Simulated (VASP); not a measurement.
Input:

```
CELL_PARAMETERS angstrom
      7.60463     0.00000     0.00000
     -3.80232     6.58580     0.00000
      0.00000     0.00000     2.90443
ATOMIC_POSITIONS crystal
  Si 0.23114 0.82504 0.75000
  Si 0.76886 0.17496 0.25000
  Si 0.40610 0.23114 0.25000
  Si 0.59390 0.76886 0.75000
  Si 0.17496 0.40610 0.75000
  Si 0.82504 0.59390 0.25000
  N  0.33333 0.66667 0.75000
  N  0.66667 0.33333 0.25000
  N  0.96921 0.66982 0.75000
  N  0.03079 0.33018 0.25000
  N  0.29939 0.96921 0.25000
  N  0.70061 0.03079 0.75000
  N  0.33018 0.29939 0.75000
  N  0.66982 0.70061 0.25000
```

All values below come from r2SCAN meta-GGA, VASP's PBE PAW potentials (set 64) (plane waves; VASP 6.6.1). Run with LREAL = Auto, 520 eV cut-off, 4×4×9 Γ-centred mesh, tetrahedra with Blöchl corrections, potentials Si N.

The cores are frozen, which limits the accuracy of field gradients.

### Question
Give the principal components of the electric field gradient (V/Å²) and the asymmetry η at each nucleus.

### Answer

```
atom   Vxx   Vyy    Vzz     η
----  ----  ----  -----  ----
Si1   -5.6  -3.9    9.5  0.18
Si2   -5.6  -3.9    9.5  0.18
Si3   -5.6  -3.9    9.5  0.18
Si4   -5.6  -3.9    9.5  0.18
Si5   -5.6  -3.9    9.5  0.18
Si6   -5.6  -3.9    9.5  0.18
N7    23.4  23.4  -46.7  0.00
N8    23.4  23.4  -46.7  0.00
N9    25.3  20.8  -46.1  0.10
N10   25.3  20.8  -46.1  0.10
N11   25.3  20.8  -46.1  0.10
N12   25.3  20.8  -46.1  0.10
N13   25.3  20.8  -46.1  0.10
N14   25.3  20.8  -46.1  0.10
```

The structure comes from a computed database's Si3N4 entry (P6_3/m); how it stands against other phases isn't given here. It was relaxed first.
